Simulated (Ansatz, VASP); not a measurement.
## SnSe in two plane-wave programs

Wanted: the spread between two codes on one cell, functional and k mesh. The cell is taken from a series of runs on this material, whose earlier steps may have relaxed, scaled, displaced or heated it; both programs get it as it stands.

Program: Ansatz 0.2.0. Level of theory: plane waves, with VASP 6.6.1 beside it; single point at HF with an exact-exchange share of 1. Results are calculated unless marked as measured.

### 1. Set-up

The structure is orthorhombic, space group Pnma (No. 62). Conventional cell: a = 11.500 Å, b = 4.150 Å, c = 4.430 Å, α = 90.00°, β = 90.00°, γ = 90.00°. Sn has 5 Se at 2.77 to 3.31 Å nearest. Se has 5 Sn at 2.77 to 3.31 Å nearest. Farther neighbours and most contacts between anions are not listed.

### 2. VASP: single point, HF with an exact-exchange share of 1

With cell and atoms fixed, the geometry can't cause a difference; cores, projectors, grids and the points listed under the comparison can.

Lines of VASP's logs that name or quote its potential files are left out, and so is its time.

The run reads the wave functions of an earlier VASP run, which isn't shown here.

File INCAR:

```
SYSTEM = SnSe
PREC = Accurate
ENCUT = 400
EDIFF = 1E-06
NELM = 100
ISMEAR = 0
SIGMA = 0.01
LREAL = .FALSE.
ALGO = Normal
LHFCALC = .TRUE.
AEXX = 1
GGA = PE
ALDAC = 0
AGGAC = 0
LASPH = .TRUE.
NBANDS = 49
PRECFOCK = Fast
LORBIT = 11
LWAVE = .FALSE.
LCHARG = .FALSE.
KPAR = 4
NCORE = 4
ISIF = 2
```

File POSCAR:

```
SnSe
1.0
   11.5000000000      0.0000000000      0.0000000000
    0.0000000000      4.1500000000      0.0000000000
    0.0000000000      0.0000000000      4.4300000000
Sn Se
4 4
Direct
    0.1180338767      0.2500000000      0.0993953415
    0.8819661233      0.7500000000      0.9006046585
    0.3819661233      0.7500000000      0.5993953415
    0.6180338767      0.2500000000      0.4006046585
    0.8567328488      0.2500000000      0.4777884865
    0.1432671512      0.7500000000      0.5222115135
    0.6432671512      0.7500000000      0.9777884865
    0.3567328488      0.2500000000      0.0222115135
```

File KPOINTS:

```
Automatic mesh
0
Gamma
2 4 4
0 0 0
```

Potentials, in the order of the species: Sn_d and Se (PBE family, release 64).

The run is started by

```bash
mpirun -np 16 vasp_std
```

Numbers of over 12 decimals in the logs are rounded to 6 here.

The program printed:

```text
[banner, memory and clock lines left out]
running   16 mpi-ranks, on    1 nodes
 distrk:  each k-point on    4 cores,    4 groups
 distr:  one band on    4 cores,    1 groups

 POSCAR found type information on POSCAR SnSe
 POSCAR found :  2 types and       8 ions
 LDA part: xc-table for (Slater+PW92), standard interpolation
 found WAVECAR, reading the header
 POSCAR, INCAR and KPOINTS ok, starting setup
 FFT: planning ... GRIDC
 FFT: planning ... GRID_SOFT
 FFT: planning ... GRID
 reading WAVECAR
 the WAVECAR file was read successfully
 initial charge from wavefunction
 entering main loop
       N       E                     dE             d eps       ncg     rms          rms(c)
DAV:   1    -0.657116553805E+02   -0.65712E+02   -0.17186E+01  1773   0.269E+01    0.133E+01
DAV:   2    -0.671085801871E+02   -0.13969E+01   -0.33786E+00  1914   0.926E+00    0.128E+01
DAV:   3    -0.672755939628E+02   -0.16701E+00   -0.63306E-01  1962   0.359E+00    0.894E+00
DAV:   4    -0.672054740241E+02    0.70120E-01   -0.11518E-01  2136   0.163E+00    0.541E+00
DAV:   5    -0.671535483624E+02    0.51926E-01   -0.55274E-02  2033   0.118E+00    0.315E+00
DAV:   6    -0.671451296849E+02    0.84187E-02   -0.49026E-02  2037   0.993E-01    0.180E+00
DAV:   7    -0.671504669270E+02   -0.53372E-02   -0.27491E-02  2038   0.722E-01    0.101E+00
DAV:   8    -0.671527639548E+02   -0.22970E-02   -0.89969E-03  1840   0.444E-01    0.547E-01
DAV:   9    -0.671518808845E+02    0.88307E-03   -0.22328E-03  1910   0.254E-01    0.268E-01
DAV:  10    -0.671509514634E+02    0.92942E-03   -0.13756E-03  1881   0.170E-01    0.121E-01
DAV:  11    -0.671508041873E+02    0.14728E-03   -0.12457E-03  2062   0.127E-01    0.923E-02
DAV:  12    -0.671509564976E+02   -0.15231E-03   -0.68441E-04  1842   0.937E-02    0.973E-02
DAV:  13    -0.671510363448E+02   -0.79847E-04   -0.21787E-04  1825   0.605E-02    0.819E-02
DAV:  14    -0.671510299053E+02    0.64395E-05   -0.44079E-05  1830   0.342E-02    0.550E-02
DAV:  15    -0.671510114754E+02    0.18430E-04   -0.22812E-05  1566   0.238E-02    0.321E-02
DAV:  16    -0.671510072037E+02    0.42716E-05   -0.26473E-05  1524   0.196E-02    0.151E-02
DAV:  17    -0.671510101744E+02   -0.29706E-05   -0.16572E-05  1565   0.155E-02    0.611E-03
DAV:  18    -0.671510120615E+02   -0.18871E-05   -0.54536E-06  1459   0.908E-03    0.426E-03
DAV:  19    -0.671510118836E+02    0.17790E-06   -0.83581E-07  1119   0.441E-03
   1 F= -.67151012E+02 E0= -.67151012E+02  d E =-.745565E-21
```

From OUTCAR (step 2):

```text
ion  position               nearest neighbor table
   1  0.118  0.250  0.099-   8 2.77   6 2.81   6 2.81   2 3.53   2 3.53
   2  0.882  0.750  0.901-   7 2.77   5 2.81   5 2.81   1 3.53   1 3.53
   3  0.382  0.750  0.599-   6 2.77   8 2.81   8 2.81   4 3.53   4 3.53
   4  0.618  0.250  0.401-   5 2.77   7 2.81   7 2.81   3 3.53   3 3.53
   5  0.857  0.250  0.478-   4 2.77   2 2.81   2 2.81
   6  0.143  0.750  0.522-   3 2.77   1 2.81   1 2.81
   7  0.643  0.750  0.978-   2 2.77   4 2.81   4 2.81
   8  0.357  0.250  0.022-   1 2.77   3 2.81   3 2.81

  LATTYP: Found a simple orthorhombic cell.
 ALAT       =     4.1500000000
 B/A-ratio  =     1.0674698795
 C/A-ratio  =     2.7710843373

 Subroutine GETGRP returns: Found  8 space group operations
 (whereof  2 operations were pure point group operations)

The static configuration has the point symmetry S_2 .
 The point group associated with its full space group is D_2h.

 Found     18 irreducible k-points:

   k-points           NKPTS =     18   k-points in BZ     NKDIM =     32   number of bands    NBANDS=     49

   dimension x,y,z NGX =    80 NGY =   28 NGZ =   30
   dimension x,y,z NGXF=   160 NGYF=   56 NGZF=   60

   ENCUT  =  400.0 eV  29.40 Ry    5.42 a.u.  18.75  6.77  7.22*2*pi/ulx,y,z

   NELECT =      80.0000    total number of electrons

 k-points in reciprocal lattice and weights: Automatic mesh
   0.00000000  0.00000000  0.00000000       0.031
   0.50000000  0.00000000  0.00000000       0.031
   0.00000000  0.25000000  0.00000000       0.062
   0.50000000  0.25000000  0.00000000       0.062
   0.00000000  0.50000000  0.00000000       0.031
   0.50000000  0.50000000  0.00000000       0.031
   0.00000000  0.00000000  0.25000000       0.062
   0.50000000  0.00000000  0.25000000       0.062
   0.00000000  0.25000000  0.25000000       0.125
[...]
0.00000000  0.50000000  0.50000000       0.031
   0.50000000  0.50000000  0.50000000       0.031

  exchange ACFDT corr.  =         0.00000000  see jH, gK, PRB 81, 115126

 average (electrostatic) potential at core
       1 -74.3298       2 -74.3298       3 -74.3298       4 -74.3298       5 -34.7410
       6 -34.7410       7 -34.7410       8 -34.7410

 E-fermi :   4.4213

 k-point     1 :       0.0000    0.0000    0.0000
  band No.  band energies     occupation
    ...
     36       0.9592      2.00000
     37       1.4234      2.00000
     38       2.4194      2.00000
     39       2.7824      2.00000
     40       3.2136      2.00000
     41       9.7739      0.00000
     42      12.7590      0.00000
     43      12.8955      0.00000
     44      12.9331      0.00000
     45      13.2989      0.00000
    ...

 k-point     2 :       0.5000    0.0000    0.0000
  band No.  band energies     occupation
    ...
     36       0.7253      2.00000
     37       1.0667      2.00000
     38       1.0667      2.00000
     39       3.0661      2.00000
     40       3.0661      2.00000
     41      12.2821      0.00000
     42      12.2821      0.00000
     43      12.4247      0.00000
     44      12.4247      0.00000
     45      14.0301      0.00000
    ...

 k-point     3 :       0.0000    0.2500    0.0000
  band No.  band energies     occupation
    ...
     36       1.1415      2.00000
     37       1.8644      2.00000
     38       2.7867      2.00000
     39       3.0733      2.00000
     40       3.9960      2.00000
     41      10.2711      0.00000
     42      10.4462      0.00000
     43      11.9219      0.00000
     44      12.1215      0.00000
     45      12.2752      0.00000
    ...

  Total        6.5122818      7.6196075      8.0340764      0.0000000      0.0000000      0.0000000
  in kB       49.3507898     57.7422257     60.8831166      0.0000000      0.0000000      0.0000000
  external PRESSURE =      55.9920440 kB  Pullay stress =       0.0000000 kB

  energy-cutoff  :      400.00
  volume of cell :      211.42
      direct lattice vectors                 reciprocal lattice vectors
    11.500000000  0.000000000  0.000000000     0.086956522  0.000000000  0.000000000
     0.000000000  4.150000000  0.000000000     0.000000000  0.240963855  0.000000000
     0.000000000  0.000000000  4.430000000     0.000000000  0.000000000  0.225733634

 POSITION                                       TOTAL-FORCE (eV/Angst)
 -----------------------------------------------------------------------------------
      1.35739      1.03750      0.44032         0.542076      0.000000      0.510818
     10.14261      3.11250      3.98968        -0.542076     -0.000000     -0.510818
      4.39261      3.11250      2.65532        -0.542076     -0.000000      0.510818
      7.10739      1.03750      1.77468         0.542076     -0.000000     -0.510818
      9.85243      1.03750      2.11660        -0.557997      0.000000      0.540057
      1.64757      3.11250      2.31340         0.557997     -0.000000     -0.540057
      7.39757      3.11250      4.33160         0.557997     -0.000000      0.540057
      4.10243      1.03750      0.09840        -0.557997      0.000000     -0.540057
 -----------------------------------------------------------------------------------
    total drift:                               -0.000029      0.000001     -0.000013

  FREE ENERGIE OF THE ION-ELECTRON SYSTEM (eV)
  ---------------------------------------------------
  free  energy   TOTEN  =       -67.1510118836 eV

  energy  without entropy=      -67.1510118836  energy(sigma->0) =      -67.15101188

 total charge
# of ion       s       p       d       tot
------------------------------------------
    1        1.468   0.676  10.014  12.158
    2        1.468   0.676  10.014  12.158
    3        1.468   0.676  10.014  12.158
    4        1.468   0.676  10.014  12.158
    5        1.509   2.557   0.021   4.087
    6        1.509   2.557   0.021   4.087
    7        1.509   2.557   0.021   4.087
    8        1.509   2.557   0.021   4.087
--------------------------------------------------
tot         11.906  12.930  40.143  64.978

[... 3 further parts left out ...]
```

The k-mesh is coarse for unscreened exact exchange, which converges slowly with it.

(Part 1 of 2 ends here.)

[Lines on the potential files, build, host, timing and source positions are cut from VASP's logs without a mark.]

[Logs are printed without paths, hosts, clocks, repeated set-up lines and the standing remarks that a program may print on its own settings, such as how far it seeks lower states.]

[Hosts, paths, dates, database ids (printed as entryN), source tags and the programs' standing remarks are cut or masked in the printed files.]
